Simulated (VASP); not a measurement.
A convergence study with VASP on SrTiO₃ (cubic perovskite): a few settings are varied, all else stays as given below, so the limit is that of these other settings. The cell's lengths are 1 % over those of the tabulated start and one atom is moved, so it is off equilibrium.

```
SrTiO3
1.0
    3.94405     0.00000     0.00000
    0.00000     3.94405     0.00000
    0.00000     0.00000     3.94405
Sr Ti O
1 1 3
Direct
  0.00000   0.00000   0.00000
  0.50000   0.50000   0.50000
  0.50000   0.00000   0.50000
  0.00000   0.50000   0.50000
  0.51537   0.50000   0.00000
```

All values below come from LDA (Ceperley-Alder, Perdew-Zunger), VASP's LDA PAW potentials (set 64) (plane waves; VASP). The last row used: LREAL = Auto, 700 eV cut-off, 4×4×4 Γ-centred mesh, Gaussian smearing of 0.050 eV, potentials Sr_sv Ti_sv O.

Gaps are read on the run's mesh, which can miss a band edge.

```
setting                                        E (eV/atom)  pressure (GPa)  largest force (eV/Å)  gap on the mesh (eV)  plane waves
---------------------------------------------  -----------  --------------  --------------------  --------------------  -----------
ENCUT = 400, LREAL = .FALSE., PREC = Normal        -8.8150          -15.89                 0.324                 1.680         1141
ENCUT = 500, LREAL = .FALSE., PREC = Normal        -8.8039          -11.16                 0.320                 1.676         1596
ENCUT = 600, LREAL = .FALSE., PREC = Normal        -8.8051          -11.27                 0.320                 1.677         2103
ENCUT = 700, LREAL = .FALSE., PREC = Normal        -8.8071          -11.31                 0.320                 1.678         2612
ENCUT = 400, LREAL = .FALSE., PREC = Accurate      -8.8142          -15.96                 0.324                 1.681         1141
ENCUT = 500, LREAL = .FALSE., PREC = Accurate      -8.8039          -11.16                 0.320                 1.676         1596
ENCUT = 600, LREAL = .FALSE., PREC = Accurate      -8.8051          -11.27                 0.320                 1.677         2103
ENCUT = 700, LREAL = .FALSE., PREC = Accurate      -8.8071          -11.31                 0.320                 1.678         2612
ENCUT = 400, LREAL = Auto, PREC = Normal           -8.8139          -15.82                 0.324                 1.680         1141
ENCUT = 500, LREAL = Auto, PREC = Normal           -8.8038          -11.08                 0.313                 1.676         1596
ENCUT = 600, LREAL = Auto, PREC = Normal           -8.8053          -11.27                 0.322                 1.677         2103
ENCUT = 700, LREAL = Auto, PREC = Normal           -8.8062          -11.46                 0.317                 1.677         2612
ENCUT = 400, LREAL = Auto, PREC = Accurate         -8.8142          -15.98                 0.324                 1.681         1141
ENCUT = 500, LREAL = Auto, PREC = Accurate         -8.8048          -11.35                 0.320                 1.676         1596
ENCUT = 600, LREAL = Auto, PREC = Accurate         -8.8052          -11.29                 0.319                 1.677         2103
ENCUT = 700, LREAL = Auto, PREC = Accurate         -8.8074          -11.37                 0.320                 1.678         2612
```

Left out are rungs that failed or repeat a setting and relaxations that didn't move; long series are thinned to 24 rows.

The compound is SrTiO3 in the cubic perovskite structure, the ideal cubic form; the compound distorts at low or room temperature. The cell was not relaxed at this level, it is distorted from the ideal structure.
